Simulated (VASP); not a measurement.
Given:

```xyz
2
Lattice="0.0000 2.4161 2.4161 2.4161 0.0000 2.4161 2.4161 2.4161 0.0000" Properties=species:S:1:pos:R:3 pbc="T T T"
Ca     0.0000     0.0000     0.0000
O      2.4161     2.4161     2.4161
```

Calculation: revPBE GGA, VASP's PBE PAW potentials (set 64) (plane waves; VASP). Numerical set-up: 520 eV cut-off, 9×9×9 Γ-centred mesh, Gaussian smearing of 0.050 eV, potentials Ca_sv O.

Give the stress tensor in GPa (positive for a compressed cell).

```
3.21  0.00  0.00
0.00  3.21  0.00
0.00  0.00  3.21
```
The pressure is its mean diagonal, 3.21 GPa.

The compound is CaO in the rock salt structure. This cell is one point of a volume scan, at 0.97 of the reference volume.
